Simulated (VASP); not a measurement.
# CdS (Greenockite): input slips in a band-gap run and what they do

Aim: see how common mistakes in a band-structure run show up, on CdS (Greenockite). The starting structure is a measured crystal structure from the Crystallography Open Database. Cell and atoms stay as given unless a step says otherwise.

Calculated with VASP 6.6.1; Kohn-Sham DFT with plane waves and PAW; LDA.

The database entry behind the starting cell differs from later determinations by our own check (about 0.35 % long), so it need not match the best structure at ambient conditions.

### 1. Starting point

Symmetry: P6_3mc, No. 186, hexagonal system. The conventional cell has a = 4.150 Å, b = 4.150 Å, c = 6.737 Å, α = 90.00°, β = 90.00°, γ = 120.00°. Nearest to Cd lie 4 S at 2.53 to 2.54 Å. S has 4 Cd at 2.53 to 2.54 Å nearest. Farther neighbours and most contacts between anions are not listed.

As a file:

```xyz
4
Lattice="4.1500 0.0000 0.0000 -2.0750 3.5940 0.0000 0.0000 0.0000 6.7370" Properties=species:S:1:pos:R:3 pbc="T T T"
Cd    2.0750    1.1980    3.3685
Cd    0.0000    2.3960    0.0000
S     2.0750    1.1980    5.8949
S     0.0000    2.3960    2.5264
```

### 2. Reference bands

Input file INCAR:

```
SYSTEM = CdS
PREC = Accurate
ENCUT = 350
EDIFF = 1E-06
NELM = 100
ISMEAR = 0
SIGMA = 0.03
LREAL = .FALSE.
ALGO = Normal
GGA = CA
NBANDS = 32
LORBIT = 11
LWAVE = .FALSE.
LCHARG = .FALSE.
KPAR = 4
```

Input file POSCAR:

```
CdS
1.0
    4.1500000000      0.0000000000      0.0000000000
   -2.0750000000      3.5940054257      0.0000000000
    0.0000000000      0.0000000000      6.7370000000
Cd S
2 2
Direct
    0.6666666667      0.3333333333      0.5000000000
    0.3333333333      0.6666666667      0.0000000000
    0.6666666667      0.3333333333      0.8750000000
    0.3333333333      0.6666666667      0.3750000000
```

Input file KPOINTS:

```
Automatic mesh
0
Gamma
6 6 4
0 0 0
```

Input file KPOINTS_OPT:

```
Line mode
10
Line-mode
Reciprocal
  0.00000000   0.00000000   0.00000000 GAMMA
  0.50000000   0.00000000   0.00000000 M

  0.50000000   0.00000000   0.00000000 M
  0.33333333   0.33333333   0.00000000 K

  0.33333333   0.33333333   0.00000000 K
  0.00000000   0.00000000   0.00000000 GAMMA

  0.00000000   0.00000000   0.00000000 GAMMA
  0.00000000   0.00000000   0.50000000 A

  0.00000000   0.00000000   0.50000000 A
  0.50000000   0.00000000   0.50000000 L

  0.50000000   0.00000000   0.50000000 L
  0.33333333   0.33333333   0.50000000 H

  0.33333333   0.33333333   0.50000000 H
  0.00000000   0.00000000   0.50000000 A

  0.50000000   0.00000000   0.50000000 L
  0.50000000   0.00000000   0.00000000 M

  0.33333333   0.33333333   0.00000000 K
  0.33333333   0.33333333   0.50000000 H
```

The projector-augmented-wave data sets are Cd and S (LDA family, release 64).

Started as:

```sh
$ mpirun -np 4 vasp_std
```

Log:

```text
[banner, memory and clock lines left out]
running    4 mpi-ranks, on    1 nodes
 distrk:  each k-point on    1 cores,    4 groups
 distr:  one band on    1 cores,    1 groups

 POSCAR found type information on POSCAR CdS
 POSCAR found :  2 types and       4 ions
 LDA part: xc-table for (Slater(with rela. corr.)+CA(PZ))
 , standard interpolation
 POSCAR, INCAR and KPOINTS ok, starting setup
 FFT: planning ... GRIDC
 FFT: planning ... GRID_SOFT
 FFT: planning ... GRID
 WAVECAR not read
 entering main loop
       N       E                     dE             d eps       ncg     rms          rms(c)
DAV:   1     0.198540330365E+03    0.19854E+03   -0.13660E+04  1360   0.755E+02
DAV:   2    -0.605239705437E+01   -0.20459E+03   -0.19565E+03  1568   0.240E+02
DAV:   3    -0.157316050161E+02   -0.96792E+01   -0.96314E+01  1632   0.540E+01
DAV:   4    -0.158053563132E+02   -0.73751E-01   -0.73739E-01  1520   0.460E+00
DAV:   5    -0.158064148140E+02   -0.10585E-02   -0.10585E-02  1648   0.521E-01    0.113E+01
DAV:   6    -0.148277925434E+02    0.97862E+00   -0.12867E+00  1872   0.113E+01    0.893E+00
DAV:   7    -0.147835104088E+02    0.44282E-01   -0.47754E-01  1640   0.331E+00    0.357E+00
DAV:   8    -0.147723049427E+02    0.11205E-01   -0.56521E-02  1520   0.194E+00    0.414E-01
DAV:   9    -0.147712021951E+02    0.11027E-02   -0.74157E-03  1592   0.951E-01    0.959E-02
DAV:  10    -0.147711022063E+02    0.99989E-04   -0.52850E-04  1536   0.230E-01    0.776E-02
DAV:  11    -0.147711476173E+02   -0.45411E-04   -0.22541E-04  1584   0.951E-02    0.281E-02
DAV:  12    -0.147711218061E+02    0.25811E-04   -0.71987E-05  1592   0.791E-02    0.141E-02
DAV:  13    -0.147711233405E+02   -0.15344E-05   -0.14109E-05  1568   0.152E-02    0.140E-02
DAV:  14    -0.147711228291E+02    0.51132E-06   -0.73183E-07   816   0.499E-03
   1 F= -.14771123E+02 E0= -.14771123E+02  d E =-.373182E-21
 Start KPOINTS_OPT (optional k-point list driver)
k-point batch [1-21\90]
       N       E                     dE             ncg
DAV:   1     0.509090298589E+03   -0.13646E+05     1368
DAV:   2    -0.365025404982E+04   -0.41593E+04     1552
DAV:   3    -0.383746070500E+04   -0.18721E+03     1624
DAV:   4    -0.383883932928E+04   -0.13786E+01     1504
DAV:   5    -0.383885835741E+04   -0.19028E-01     1688
DAV:   6    -0.383885871007E+04   -0.35266E-03     1528
DAV:   7    -0.383885871801E+04   -0.79376E-05     1704
DAV:   8    -0.383885871818E+04   -0.17125E-06     1096
[...]
k-point batch [85-90\90]
       N       E                     dE             ncg
DAV:   1     0.130640606900E+05   -0.57370E+04      384
DAV:   2     0.119128969007E+05   -0.11512E+04      432
DAV:   3     0.118640004229E+05   -0.48896E+02      464
DAV:   4     0.118636661270E+05   -0.33430E+00      456
DAV:   5     0.118636616338E+05   -0.44932E-02      472
DAV:   6     0.118636615513E+05   -0.82460E-04      440
DAV:   7     0.118636615496E+05   -0.17239E-05      464
DAV:   8     0.118636615496E+05   -0.32747E-07      376
```

Wall time 35 s (4 MPI ranks of AMD EPYC 7R43, shared host); peak memory 0.63 GiB; 2.2 min of CPU time.

Lines that name or quote the potential files are left out of all logs, and their timing lines are given in words.

Parts of OUTCAR (step 2):

```text
ion  position               nearest neighbor table
   1  0.667  0.333  0.500-   3 2.53   4 2.54   4 2.54   4 2.54
   2  0.333  0.667  0.000-   4 2.53   3 2.54   3 2.54   3 2.54
   3  0.667  0.333  0.875-   1 2.53   2 2.54   2 2.54   2 2.54
   4  0.333  0.667  0.375-   2 2.53   1 2.54   1 2.54   1 2.54

  LATTYP: Found a hexagonal cell.
 ALAT       =     4.1500000000
 C/A-ratio  =     1.6233734940

 Subroutine GETGRP returns: Found 12 space group operations
 (whereof  6 operations were pure point group operations)

The static configuration has the point symmetry C_3v.
 The point group associated with its full space group is C_6v.

 Found     21 irreducible k-points:

   k-points           NKPTS =     21   k-points in BZ     NKDIM =     21   number of bands    NBANDS=     32

   dimension x,y,z NGX =    28 NGY =   28 NGZ =   42
   dimension x,y,z NGXF=    56 NGYF=   56 NGZF=   84

   ENCUT  =  350.0 eV  25.72 Ry    5.07 a.u.   6.33  6.33 10.28*2*pi/ulx,y,z

   NELECT =      36.0000    total number of electrons

 k-points in reciprocal lattice and weights: Automatic mesh
   0.00000000  0.00000000  0.00000000       0.007
   0.16666667 -0.00000000  0.00000000       0.042
   0.33333333  0.00000000  0.00000000       0.042
   0.50000000 -0.00000000  0.00000000       0.021
   0.16666667  0.16666667  0.00000000       0.042
   0.33333333  0.16666667  0.00000000       0.083
   0.33333333  0.33333333  0.00000000       0.014
   0.00000000  0.00000000  0.25000000       0.014
   0.16666667 -0.00000000  0.25000000       0.083
[...]
0.33333333  0.16666667  0.50000000       0.083
   0.33333333  0.33333333  0.50000000       0.014

 average (electrostatic) potential at core
       1 -40.1826       2 -40.1826       3 -89.9179       4 -89.9179

 E-fermi :   1.2130

 k-point     1 :       0.0000    0.0000    0.0000
  band No.  band energies     occupation
    ...
     14       0.2446      2.00000
     15       0.2446      2.00000
     16       0.9747      2.00000
     17       1.0210      2.00000
     18       1.0210      2.00000
     19       1.9542      0.00000
     20       3.5774      0.00000
     21       7.3013      0.00000
     22       7.3013      0.00000
     23       7.6415      0.00000
    ...

 k-point     2 :       0.1667   -0.0000    0.0000
  band No.  band energies     occupation
    ...
     14      -0.7486      2.00000
     15      -0.2391      2.00000
     16      -0.0742      2.00000
     17       0.7675      2.00000
     18       0.8345      2.00000
     19       3.1570      0.00000
     20       4.4629      0.00000
     21       6.5661      0.00000
     22       7.6505      0.00000
     23       7.6639      0.00000
    ...

 k-point     3 :       0.3333    0.0000    0.0000
  band No.  band energies     occupation
    ...
     14      -1.9929      2.00000
     15      -1.5584      2.00000
     16      -0.6243      2.00000
     17       0.1738      2.00000
     18       0.4596      2.00000
     19       4.2395      0.00000
     20       4.8062      0.00000
     21       6.1858      0.00000
     22       7.0269      0.00000
     23       7.9115      0.00000
    ...

  Total       -2.0424687     -2.0424687     -1.6725653      0.0000000      0.0000000      0.0000000
  in kB      -32.5666142    -32.5666142    -26.6686045      0.0000000      0.0000000      0.0000000
  external PRESSURE =     -30.6006110 kB  Pullay stress =       0.0000000 kB

  energy-cutoff  :      350.00
  volume of cell :      100.48
      direct lattice vectors                 reciprocal lattice vectors
     4.150000000  0.000000000  0.000000000     0.240963855  0.139120547  0.000000000
    -2.075000000  3.594005426  0.000000000     0.000000000  0.278241094  0.000000000
     0.000000000  0.000000000  6.737000000     0.000000000  0.000000000  0.148434021

 POSITION                                       TOTAL-FORCE (eV/Angst)
 -----------------------------------------------------------------------------------
      2.07500      1.19800      3.36850         0.000000      0.000000     -0.062665
     -0.00000      2.39600      0.00000        -0.000000      0.000000     -0.062665
      2.07500      1.19800      5.89487        -0.000000      0.000000      0.062665
     -0.00000      2.39600      2.52637         0.000000     -0.000000      0.062665
 -----------------------------------------------------------------------------------
    total drift:                               -0.000000      0.000000     -0.000677

  FREE ENERGIE OF THE ION-ELECTRON SYSTEM (eV)
  ---------------------------------------------------
  free  energy   TOTEN  =       -14.7711228291 eV

  energy  without entropy=      -14.7711228291  energy(sigma->0) =      -14.77112283

 total charge
# of ion       s       p       d       tot
------------------------------------------
    1        0.438   0.326   9.536  10.301
    2        0.438   0.326   9.536  10.301
    3        1.324   2.369   0.000   3.692
    4        1.324   2.369   0.000   3.692
--------------------------------------------------
tot          3.524   5.389  19.073  27.986

[... 3 further parts left out ...]
```

Spin-orbit coupling is off here; it would split degenerate levels. At this level the cell is under a tension of 3.1 GPa, so at these settings it is away from equilibrium.

The reference gap is 0.933 eV.

### 3. Bands with too few electronic steps

A slip made on purpose: too few electronic steps. Against step 2 the input has NELM = 4.

INCAR: that of step 2 with these lines changed.

```diff
@@ -4,3 +4,3 @@
 EDIFF = 1E-06
-NELM = 100
+NELM = 4
 ISMEAR = 0
```

POSCAR is that of step 2.

KPOINTS is that of step 2.

KPOINTS_OPT is that of step 2.

Started as:

```sh
$ mpirun -np 4 vasp_std
```

Log:

```text
[... set-up lines as in an earlier step ...]
 entering main loop
       N       E                     dE             d eps       ncg     rms          rms(c)
[... 4 cycles as in an earlier step ...]
 -----------------------------------------------------------------------------
|                                                                             |
|           W    W    AA    RRRRR   N    N  II  N    N   GGGG   !!!           |
|           W    W   A  A   R    R  NN   N  II  NN   N  G    G  !!!           |
|           W    W  A    A  R    R  N N  N  II  N N  N  G       !!!           |
|           W WW W  AAAAAA  RRRRR   N  N N  II  N  N N  G  GGG   !            |
|           WW  WW  A    A  R   R   N   NN  II  N   NN  G    G                |
|           W    W  A    A  R    R  N    N  II  N    N   GGGG   !!!           |
|                                                                             |
|     The electronic self-consistency was not achieved in the given           |
|     number of steps (NELM). The forces and other quantities evaluated       |
|     might not be reliable so examine the results carefully. If you find     |
|     spurious results, we suggest increasing NELM, if you were close to      |
|     convergence or switching to a different ALGO or adjusting the           |
|     density mixing parameters otherwise.                                    |
|                                                                             |
 -----------------------------------------------------------------------------

   1 F= -.15805356E+02 E0= -.15805356E+02  d E =-.356964E-26
 Start KPOINTS_OPT (optional k-point list driver)
k-point batch [1-21\90]
       N       E                     dE             ncg
DAV:   1     0.506170755209E+03   -0.13649E+05     1368
DAV:   2    -0.365000844155E+04   -0.41562E+04     1560
DAV:   3    -0.383731724561E+04   -0.18731E+03     1624
DAV:   4    -0.383870006423E+04   -0.13828E+01     1496
[...]
k-point batch [85-90\90]
       N       E                     dE             ncg
DAV:   1     0.130635062151E+05   -0.57376E+04      384
DAV:   2     0.119133506281E+05   -0.11502E+04      432
DAV:   3     0.118645212842E+05   -0.48829E+02      464
DAV:   4     0.118641850845E+05   -0.33620E+00      456
```

Wall time 17 s (4 MPI ranks); peak memory 0.65 GiB.

Parts of OUTCAR (step 3):

```text
  Total       -7.1138836     -7.1138836     -7.2428413      0.0000000      0.0000000      0.0000000
  in kB     -113.4289640   -113.4289640   -115.4851594      0.0000000      0.0000000      0.0000000
  external PRESSURE =    -114.1143625 kB  Pullay stress =       0.0000000 kB

 POSITION                                       TOTAL-FORCE (eV/Angst)
 -----------------------------------------------------------------------------------
      2.07500      1.19800      3.36850        -0.000000     -0.000000     -0.044865
     -0.00000      2.39600      0.00000        -0.000000      0.000000     -0.044865
      2.07500      1.19800      5.89487         0.000000     -0.000000      0.044865
     -0.00000      2.39600      2.52637        -0.000000      0.000000      0.044865
 -----------------------------------------------------------------------------------
    total drift:                               -0.000000      0.000000     -0.000755

  FREE ENERGIE OF THE ION-ELECTRON SYSTEM (eV)
  ---------------------------------------------------
  free  energy   TOTEN  =       -15.8053563132 eV

  energy  without entropy=      -15.8053563132  energy(sigma->0) =      -15.80535631

[... 2 parts as in an earlier step ...]

[... 1 further part left out ...]
[key lines of the parts left out:]
E-fermi :   0.5270
```

The electronic loop didn't reach EDIFF within its 4 cycles (NELM).

### 4. Bands with a cutoff far too low

A slip made on purpose: a cutoff far too low. Against step 2 the input has ENCUT = 120 (also changed: NELM).

INCAR: that of step 3 with these lines changed.

```diff
@@ -2,5 +2,5 @@
 PREC = Accurate
-ENCUT = 350
+ENCUT = 120
 EDIFF = 1E-06
-NELM = 4
+NELM = 60
 ISMEAR = 0
```

POSCAR is that of step 3.

KPOINTS is that of step 3.

KPOINTS_OPT is that of step 3.

Started as:

```sh
$ mpirun -np 4 vasp_std
```

Log:

```text
[... set-up lines as in an earlier step ...]
 entering main loop
       N       E                     dE             d eps       ncg     rms          rms(c)
DAV:   1     0.755780173983E+02    0.75578E+02   -0.71625E+03  1704   0.307E+02
DAV:   2     0.132305904401E+02   -0.62347E+02   -0.60146E+02  1616   0.992E+01
DAV:   3     0.118333191350E+02   -0.13973E+01   -0.13928E+01  1640   0.136E+01
DAV:   4     0.118284798182E+02   -0.48393E-02   -0.48392E-02  1504   0.854E-01
[...]
DAV:  12     0.535019745260E+02    0.13178E-04   -0.11544E-04  1464   0.448E-02    0.572E-02
DAV:  13     0.535019785813E+02    0.40553E-05   -0.12251E-05  1536   0.145E-02    0.430E-02
DAV:  14     0.535019790918E+02    0.51055E-06   -0.10686E-06  1336   0.461E-03
   1 F= 0.53501979E+02 E0= 0.53502174E+02  d E =-.388838E-03
 Start KPOINTS_OPT (optional k-point list driver)
k-point batch [1-21\90]
       N       E                     dE             ncg
DAV:   1    -0.369132776086E+04   -0.12453E+05     1736
DAV:   2    -0.522291234742E+04   -0.15316E+04     1648
DAV:   3    -0.525046521059E+04   -0.27553E+02     1600
DAV:   4    -0.525054404693E+04   -0.78836E-01     1536
DAV:   5    -0.525054444403E+04   -0.39710E-03     1608
DAV:   6    -0.525054444704E+04   -0.30129E-05     1392
DAV:   7    -0.525054444710E+04   -0.59330E-07     1224
[...]
k-point batch [85-90\90]
       N       E                     dE             ncg
DAV:   1     0.657218416658E+04   -0.44745E+04      504
DAV:   2     0.613376693919E+04   -0.43842E+03      472
DAV:   3     0.612597345258E+04   -0.77935E+01      448
DAV:   4     0.612595171924E+04   -0.21733E-01      448
DAV:   5     0.612595161706E+04   -0.10218E-03      464
DAV:   6     0.612595161637E+04   -0.68242E-06      408
```

Run time: 7.8 s. Hardware: 4 MPI ranks; peak memory 0.34 GiB.

OUTCAR, selected parts (step 4):

```text
  Total     -384.7671215   -384.7671215   -384.3362183     -0.0000000      0.0000000      0.0000000
  in kB    -6135.0084367  -6135.0084366  -6128.1377995     -0.0000000      0.0000000      0.0000000
  external PRESSURE =   -6132.7182243 kB  Pullay stress =       0.0000000 kB

 POSITION                                       TOTAL-FORCE (eV/Angst)
 -----------------------------------------------------------------------------------
      2.07500      1.19800      3.36850        -0.000000      0.000000     -0.042746
     -0.00000      2.39600      0.00000        -0.000000     -0.000000     -0.042746
      2.07500      1.19800      5.89487         0.000000      0.000000      0.042746
     -0.00000      2.39600      2.52637         0.000000     -0.000000      0.042746
 -----------------------------------------------------------------------------------
    total drift:                               -0.000001     -0.000002     -0.000257

  FREE ENERGIE OF THE ION-ELECTRON SYSTEM (eV)
  ---------------------------------------------------
  free  energy   TOTEN  =        53.5019790918 eV

  energy  without entropy=       53.5023679299  energy(sigma->0) =       53.50217351

[... 1 part as in an earlier step ...]

[... 2 further parts left out ...]
[key lines of the parts left out:]
E-fermi :   1.0605
```

With a cutoff far too low there is no gap to read, since by its occupations the run counts as a metal (its levels may still leave one).

(Part 1 of 2 ends here.)

[Lines on the potential files, build, host, timing and source positions are cut from VASP's logs without a mark.]

[Logs are printed without paths, hosts, clocks, repeated set-up lines and the standing remarks that a program may print on its own settings, such as how far it seeks lower states.]

[Hosts, paths, dates, database ids (printed as entryN), source tags and the programs' standing remarks are cut or masked in the printed files.]
